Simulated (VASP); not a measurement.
# Zn4Te3O (I-42m) in VASP: band structure with PBE

Aim: the band structure of Zn4Te3O with PBE.

Program: VASP 6.6.1. These are calculated values, not measurements. Logs are shortened: lines on timing, memory, paths and dates and some standing lists are left out, and cuts for length are marked.

## Step 1: The crystal as given

It takes space group I-42m (No. 121, tetragonal). The conventional cell has a = 5.831 Å, b = 5.831 Å, c = 11.319 Å, α = 90.00°, β = 90.00°, γ = 90.00°. Zn (site symmetry m) has 1 O at 2.06 Å as nearest neighbours. Te (site symmetry -42m) is surrounded by 4 Zn at 2.74 Å. Te (site symmetry -4) is surrounded by 4 Zn at 2.65 Å. Around O (site symmetry -42m) lie 4 Zn at 2.06 Å.

The cell was built by a generator and needn't be a form met in nature.

## Step 2: Band structure, PBE

POSCAR

```
Zn4Te3O
1.0
   -2.9156000000      2.9156000000      5.6592900000
    2.9156000000     -2.9156000000      5.6592900000
    2.9156000000      2.9156000000     -5.6592900000
Zn Te O
4 3 1
Direct
    0.6913370000      0.6913370000      0.5970880000
    0.0942490000      0.0942490000      0.4029120000
    0.3086630000      0.9057510000      0.0000000000
    0.9057510000      0.3086630000      0.0000000000
    0.5000000000      0.5000000000      0.0000000000
    0.2500000000      0.7500000000      0.5000000000
    0.7500000000      0.2500000000      0.5000000000
    0.0000000000      0.0000000000      0.0000000000
```

INCAR.step1

```
PREC     = Accurate       # precision mode
ENCUT    = 520            # plane-wave cutoff, eV
EDIFF    = 1E-7           # SCF threshold, eV
ISMEAR   = 0              # smearing method
SIGMA    = 0.1            # smearing width, eV
LREAL    = F              # projectors in reciprocal space
LASPH    = T              # aspherical terms in the spheres
NELM     = 100            # most SCF steps
ALGO     = Normal         # electronic algorithm
ISIF     = 2              # what is computed and relaxed
LWAVE    = F              # write WAVECAR
LCHARG   = T              # write CHGCAR
GGA      = PE             # functional
NBANDS   = 46             # bands
KPAR     = 4
```

KPOINTS.step1

```
regular mesh
0
Gamma
  8 8 8
```

INCAR.step2

```
PREC     = Accurate       # precision mode
ENCUT    = 520            # plane-wave cutoff, eV
EDIFF    = 1E-7           # SCF threshold, eV
ISMEAR   = 0              # smearing method
SIGMA    = 0.05           # smearing width, eV
LREAL    = F              # projectors in reciprocal space
LASPH    = T              # aspherical terms in the spheres
NELM     = 100            # most SCF steps
ALGO     = Normal         # electronic algorithm
ISIF     = 2              # what is computed and relaxed
LWAVE    = F              # write WAVECAR
LCHARG   = F              # write CHGCAR
GGA      = PE             # functional
NBANDS   = 46             # bands
KPAR     = 4            
ICHARG   = 11             # starting density
```

KPOINTS.step2

```
path GXYSGZS1NPY1Z,XP
20
line-mode
reciprocal
 0.0000000000  0.0000000000  0.0000000000  G
 0.5000000000 -0.5000000000  0.0000000000  X

 0.5000000000 -0.5000000000  0.0000000000  X
 0.5000000000 -0.5000000000  0.1327094927  Y

 0.5000000000 -0.5000000000  0.1327094927  Y
 0.3163547464 -0.3163547464  0.3163547464  S

 0.3163547464 -0.3163547464  0.3163547464  S
 0.0000000000  0.0000000000  0.0000000000  G

 0.0000000000  0.0000000000  0.0000000000  G
 0.5000000000  0.5000000000 -0.5000000000  Z

 0.5000000000  0.5000000000 -0.5000000000  Z
 0.6836452536  0.3163547464 -0.3163547464  S1

 0.6836452536  0.3163547464 -0.3163547464  S1
 0.5000000000  0.0000000000  0.0000000000  N

 0.5000000000  0.0000000000  0.0000000000  N
 0.7500000000 -0.2500000000 -0.2500000000  P

 0.7500000000 -0.2500000000 -0.2500000000  P
 0.8672905073  0.1327094927 -0.5000000000  Y1

 0.8672905073  0.1327094927 -0.5000000000  Y1
 0.5000000000  0.5000000000 -0.5000000000  Z

 0.5000000000 -0.5000000000  0.0000000000  X
 0.7500000000 -0.2500000000 -0.2500000000  P
```

Potentials or basis: VASP PAW PBE potentials, release 64 (Zn, Te, O).

Launch:

```
cat potpaw_PBE.64/Zn/POTCAR potpaw_PBE.64/Te/POTCAR potpaw_PBE.64/O/POTCAR > POTCAR
cp INCAR.step1 INCAR
cp KPOINTS.step1 KPOINTS
mpirun -np 4 vasp_std > vasp.out
cp INCAR.step2 INCAR
cp KPOINTS.step2 KPOINTS
mpirun -np 4 vasp_std > vasp.out
```

OUTCAR:

```text
PREC = Accurate
   ENCUT = 520
   EDIFF = 1E-7
   ISMEAR = 0
   LREAL = F
   LASPH = T
   NELM = 100
   ISIF = 2
   GGA = PE
   ICHARG = 11

 ion  position               nearest neighbor table
   1  0.691  0.691  0.597-   8 2.06   7 2.65   6 2.65   5 2.74
   2  0.094  0.094  0.403-   8 2.06   7 2.65   6 2.65   5 2.74
   3  0.309  0.906  0.000-   8 2.06   7 2.65   6 2.65   5 2.74
   4  0.906  0.309  0.000-   8 2.06   6 2.65   7 2.65   5 2.74
   5  0.500  0.500  0.000-   1 2.74   3 2.74   4 2.74   2 2.74
   6  0.250  0.750  0.500-   4 2.65   2 2.65   3 2.65   1 2.65
   7  0.750  0.250  0.500-   3 2.65   2 2.65   4 2.65   1 2.65
   8  0.000  0.000  0.000-   2 2.06   1 2.06   3 2.06   4 2.06

  LATTYP: Found a body centered tetragonal cell.
 ALAT       =     5.8312000000
 C/A-ratio  =     1.9410378653

  Lattice vectors:

 A1 = (  -2.9156000000,   2.9156000000,   5.6592900000)
 A2 = (   2.9156000000,  -2.9156000000,   5.6592900000)
 A3 = (   2.9156000000,   2.9156000000,  -5.6592900000)

Analysis of symmetry for initial positions (statically):
=====================================================================
 Subroutine PRICEL returns:
 Original cell was already a primitive cell.

 Routine SETGRP: Setting up the symmetry group for a
 body centered tetragonal supercell.

 Subroutine GETGRP returns: Found  8 space group operations
 (whereof  8 operations were pure point group operations)
 out of a pool of 16 trial point group operations.

The static configuration has the point symmetry D_2d.

Analysis of symmetry for dynamics (positions and initial velocities):
=====================================================================
 Subroutine PRICEL returns:
 Original cell was already a primitive cell.

 Routine SETGRP: Setting up the symmetry group for a
 body centered tetragonal supercell.

 Subroutine GETGRP returns: Found  8 space group operations
 (whereof  8 operations were pure point group operations)
 out of a pool of 16 trial point group operations.

The dynamic configuration has the point symmetry D_2d.

 Subroutine INISYM returns: Found  8 space group operations
 (whereof  8 operations are pure point group operations),
 and found     1 'primitive' translations

----------------------------------------------------------------------------------------

                                     Primitive cell

  volume of cell :     192.4322

  direct lattice vectors                    reciprocal lattice vectors
    -2.915600000  2.915600000  5.659290000     0.000000000  0.171491288  0.088350305
     2.915600000 -2.915600000  5.659290000     0.171491288  0.000000000  0.088350305
     2.915600000  2.915600000 -5.659290000     0.171491288  0.171491288  0.000000000

  length of vectors
     7.002071838  7.002071838  7.002071838     0.192911997  0.192911997  0.242525306

  position of ions in fractional coordinates (direct lattice)
     0.691337000  0.691337000  0.597088000
     0.094249000  0.094249000  0.402912000
     0.308663000  0.905751000  0.000000000
     0.905751000  0.308663000  0.000000000
     0.500000000  0.500000000  0.000000000
     0.250000000  0.750000000  0.500000000
     0.750000000  0.250000000  0.500000000
     0.000000000  0.000000000  0.000000000

  ion indices of the primitive-cell ions
   primitive index   ion index
                 1           1
                 2           2
                 3           3
                 4           4
                 5           5
                 6           6
                 7           7
                 8           8

----------------------------------------------------------------------------------------

 KPOINTS: path GXYSGZS1NPY1Z,XP

Interpolating k-points between supplied coordinates.

 Line segments in fractional coordinates (reciprocal lattice):
    0.000000  0.000000  0.000000  ...  0.500000 -0.500000  0.000000
    0.500000 -0.500000  0.000000  ...  0.500000 -0.500000  0.132709
    0.500000 -0.500000  0.132709  ...  0.316355 -0.316355  0.316355
    0.316355 -0.316355  0.316355  ...  0.000000  0.000000  0.000000
    0.000000  0.000000  0.000000  ...  0.500000  0.500000 -0.500000
    0.500000  0.500000 -0.500000  ...  0.683645  0.316355 -0.316355
    0.683645  0.316355 -0.316355  ...  0.500000  0.000000  0.000000
    0.500000  0.000000  0.000000  ...  0.750000 -0.250000 -0.250000
    0.750000 -0.250000 -0.250000  ...  0.867291  0.132709 -0.500000
    0.867291  0.132709 -0.500000  ...  0.500000  0.500000 -0.500000
    0.500000 -0.500000  0.000000  ...  0.750000 -0.250000 -0.250000

 Generated    20 points on each line segment, for a total of    220 k-points:

 Following reciprocal coordinates:
            Coordinates               Weight
  0.000000  0.000000  0.000000      0.004545
  0.026316 -0.026316  0.000000      0.004545
  0.052632 -0.052632  0.000000      0.004545
  0.078947 -0.078947  0.000000      0.004545
  0.105263 -0.105263  0.000000      0.004545
  0.131579 -0.131579  0.000000      0.004545
[... 16 lines left out ...]
  0.500000 -0.500000  0.013969      0.004545
  0.500000 -0.500000  0.020954      0.004545
 [... further k-points ...]
   k-points           NKPTS =    220   k-points in BZ     NKDIM =    220   number of bands    NBANDS=     46
   number of dos      NEDOS =    301   number of ions     NIONS =      8
   total plane-waves  NPLWV = 157464
   dimension x,y,z NGX =    54 NGY =   54 NGZ =   54
   dimension x,y,z NGXF=   108 NGYF=  108 NGZF=  108
   ions per type =               4   3   1
   NGX,Y,Z   is equivalent  to a cutoff of  12.82, 12.82, 12.82 a.u.
   NGXF,Y,Z  is equivalent  to a cutoff of  25.64, 25.64, 25.64 a.u.
 SYSTEM =  unknown system
   PREC   = accura    normal or accurate (medium, high low for compatibility)
   ISTART =      0    job   : 0-new  1-cont  2-samecut
   ICHARG =     11    charge: 1-file 2-atom 10-const
   ISPIN  =      1    spin polarized calculation?
   LNONCOLLINEAR =      F non collinear calculations
   LSORBIT =      F    spin-orbit coupling
   LASPH  =      T    aspherical Exc in radial PAW
   ENCUT  =  520.0 eV  38.22 Ry    6.18 a.u.  13.02 13.02 13.02*2*pi/ulx,y,z
   NELM   =    100;   NELMIN=  2; NELMDL=  0     # of ELM steps
   EDIFF  = 0.1E-06   stopping-criterion for ELM
   LREAL  =      F    real-space projection
   EDIFFG = 0.1E-05   stopping-criterion for IOM
   NSW    =      0    number of steps for IOM
   IBRION =     -1    ionic relax: 0-MD 1-quasi-New 2-CG
   NFREE  =      0    steps in history (QN), initial steepest desc. (CG)
   ISIF   =      2    stress and relaxation
   ISYM   =      2    0-nonsym 1-usesym 2-fastsym
   POTIM  = 0.5000    time-step for ionic-motion
   TEBEG  =    0.0;   TEEND  =   0.0 temperature during run
   PSTRESS=    0.0 pullay stress
   NELECT =      72.0000    total number of electrons
   NUPDOWN=      -1.0000    fix difference up-down
   EMIN   =  10.00;   EMAX   =-10.00  energy-range for DOS
   EFERMI =   0.00;   METHOD = LEGACY
   ISMEAR =     0;   SIGMA  =   0.05  broadening in eV -4-tet -1-fermi 0-gaus
   EFERMI_NEDOS =   21; number of points for ismear=-14 and -15
   IALGO  =     38    algorithm
   IMIX   =      4    mixing-type and parameters
     AMIX     =   0.40;   BMIX     =  1.00
     AMIX_MAG =   1.60;   BMIX_MAG =  1.00
  volume/ion in A,a.u.               =      24.05       162.32
  Fermi-wavevector in a.u.,A,eV,Ry     =   1.179668  2.229249 18.934086  1.391616
  Thomas-Fermi vector in A             =   2.315974
   LORBIT       =      0    0 simple, 1 ext, 2 COOP (PROOUT), +10 PAW based schemes
   GGA     = PE    functional components
   LHFCALC =     F    Hartree Fock is set to
   AEXX    =    0.0000 exact exchange contribution
   IVDW    =     0    specifies the selected vdW correction
   LEPSILON=     F    determine dielectric tensor
   LRPA    =     F    only Hartree local field effects (RPA)
 non-spin polarized calculation
 Gauss-broadening in eV      SIGMA  =   0.05
  energy-cutoff  :      520.00
  volume of cell :      192.43
 maximum number of plane-waves:      5210
 NGX is ok and might be reduce to    54

 number of electron      72.0000009 magnetization

 Free energy of the ion-electron system (eV)
  ---------------------------------------------------
  ext. energy  EPLUGINS =         0.00000000
  ---------------------------------------------------
  free energy    TOTEN  =       -22.87260796 eV

  energy without entropy =      -22.87260783  energy(sigma->0) =      -22.87260789

 E-fermi :   3.1363     XC(G=0):  -9.3300

 val. band max:        2.9832218338   @ k =   0.0500  -0.0500   0.0500
 cond. band min:       3.2841972967   @ k =   0.0000   0.0000   0.0000
 fundamental gap:      0.3009754629
 Fermi energy:         3.1363263034

 k-point     1 :       0.0000    0.0000    0.0000
  band No.  band energies     occupation
      1     -15.2435      2.00000
      2      -8.3876      2.00000
      3      -7.2474      2.00000
      4      -6.9971      2.00000
      5      -3.9131      2.00000
      6      -3.8828      2.00000
[... 38 lines left out ...]
     45       8.9007      0.00000
     46       9.1163      0.00000

 k-point     2 :       0.0263   -0.0263    0.0000
  band No.  band energies     occupation
      1     -15.2435      2.00000
      2      -8.3846      2.00000
      3      -7.2505      2.00000
      4      -6.9983      2.00000
      5      -3.9126      2.00000
      6      -3.8828      2.00000
[... 38 lines left out ...]
     45       8.9125      0.00000
     46       9.1408      0.00000

 k-point     3 :       0.0526   -0.0526    0.0000
  band No.  band energies     occupation
      1     -15.2434      2.00000
      2      -8.3755      2.00000
      3      -7.2596      2.00000
      4      -7.0020      2.00000
      5      -3.9110      2.00000
      6      -3.8828      2.00000
[... 1018 lines left out ...]
     45       9.2647      0.00000
     46       9.3311      0.00000

 k-point    24 :       0.5000   -0.5000    0.0210
  band No.  band energies     occupation
      1     -15.2394      2.00000
      2      -7.6946      2.00000
      3      -7.6476      2.00000
      4      -7.3846      2.00000
      5      -3.8612      2.00000
      6      -3.8473      2.00000
[... 38 lines left out ...]
     45       9.2600      0.00000
     46       9.3019      0.00000

 [... further k-points ...]

------------------------ aborting loop because EDIFF is reached ----------------------------------------

  FORCE on cell =-STRESS in cart. coord.  units (eV):
  Direction    XX          YY          ZZ          XY          YZ          ZX
  --------------------------------------------------------------------------------------
  -------------------------------------------------------------------------------------
  Total        1.3958688      1.3958688      1.7115838      0.0000000      0.0000000      0.0000000
  in kB       11.6219059     11.6219059     14.2505273      0.0000000      0.0000000      0.0000000
  external PRESSURE =      12.4981130 kB  Pullay stress =       0.0000000 kB

 VOLUME and BASIS-vectors are now :
 -----------------------------------------------------------------------------
  energy-cutoff  :      520.00
  volume of cell :      192.43
      direct lattice vectors                 reciprocal lattice vectors
    -2.915600000  2.915600000  5.659290000     0.000000000  0.171491288  0.088350305
     2.915600000 -2.915600000  5.659290000     0.171491288  0.000000000  0.088350305
     2.915600000  2.915600000 -5.659290000     0.171491288  0.171491288  0.000000000

 POSITION                                       TOTAL-FORCE (eV/Angst)
 -----------------------------------------------------------------------------------
      1.74087      1.74087      4.44586        -0.003169     -0.003169     -0.014910
      1.17473      1.17473     -1.21343         0.003169      0.003169     -0.014910
      1.74087     -1.74087      6.87272        -0.003169      0.003169      0.014910
     -1.74087      1.74087      6.87272         0.003169     -0.003169      0.014910
      0.00000      0.00000      5.65929         0.000000      0.000000      0.000000
      2.91560     -0.00000      2.82965         0.000000      0.000000      0.000000
     -0.00000      2.91560      2.82965         0.000000      0.000000      0.000000
      0.00000      0.00000      0.00000        -0.000000      0.000000      0.000000
 -----------------------------------------------------------------------------------
    total drift:                               -0.000016     -0.000016     -0.000020

  FREE ENERGIE OF THE ION-ELECTRON SYSTEM (eV)
  ---------------------------------------------------
  free  energy   TOTEN  =       -22.8726079555 eV

  energy  without entropy=      -22.8726078296  energy(sigma->0) =      -22.87260789
```

Wall time 6.5 min (4 MPI ranks of Intel Xeon Platinum 8559C (Emerald Rapids), shared host); peak memory 1.5 GiB.

Results:

```yaml
Band_gap_on_the_k_mesh: 0.31 eV, direct
Band_gap_along_the_path: 0.30 eV, indirect (least direct gap 0.31 eV)
```

Levels at the corners of the path, in eV from the valence-band top:
```
point  band 33  band 34  band 35  band 36  band 37  band 38  band 39  band 40
    Γ    -1.93    -0.12    -0.12    -0.01     0.30     2.76     2.80     4.15
    X    -0.68    -0.28    -0.15    -0.14     0.93     3.04     3.47     4.24
    X    -0.68    -0.28    -0.15    -0.14     0.93     3.04     3.47     4.24
    Y    -0.76    -0.73    -0.46    -0.25     1.32     3.01     3.68     4.30
    Y    -0.76    -0.73    -0.46    -0.25     1.32     3.01     3.68     4.30
    S    -1.67    -1.21    -0.96    -0.17     2.52     3.18     3.26     3.43
    S    -1.67    -1.21    -0.96    -0.17     2.52     3.18     3.26     3.43
    Γ    -1.93    -0.12    -0.12    -0.01     0.30     2.76     2.80     4.15
    Γ    -1.93    -0.12    -0.12    -0.01     0.30     2.76     2.80     4.15
    Z    -1.09    -1.09    -0.62    -0.62     2.21     2.63     3.00     3.07
    Z    -1.09    -1.09    -0.62    -0.62     2.21     2.63     3.00     3.07
   S1    -1.67    -1.21    -0.96    -0.17     2.52     3.18     3.26     3.43
   S1    -1.67    -1.21    -0.96    -0.17     2.52     3.18     3.26     3.43
    N    -1.66    -1.20    -1.14    -0.17     2.80     2.99     3.09     3.97
    N    -1.66    -1.20    -1.14    -0.17     2.80     2.99     3.09     3.97
    P    -0.90    -0.90    -0.26    -0.18     1.61     2.80     3.68     3.68
    P    -0.90    -0.90    -0.26    -0.18     1.61     2.80     3.68     3.68
   Y1    -0.76    -0.73    -0.46    -0.25     1.32     3.01     3.68     4.30
   Y1    -0.76    -0.73    -0.46    -0.25     1.32     3.01     3.68     4.30
    Z    -1.09    -1.09    -0.62    -0.62     2.21     2.63     3.00     3.07
    X    -0.68    -0.28    -0.15    -0.14     0.93     3.04     3.47     4.24
    P    -0.90    -0.90    -0.26    -0.18     1.61     2.80     3.68     3.68
```

Caveat: the log is that of the step along the path at fixed density, whose energy, stress, charges and moments have no meaning; spin-orbit coupling is left out, which moves the levels of the heavy elements. Expect the measured gap to be larger: semilocal functionals such as PBE lack the derivative discontinuity.
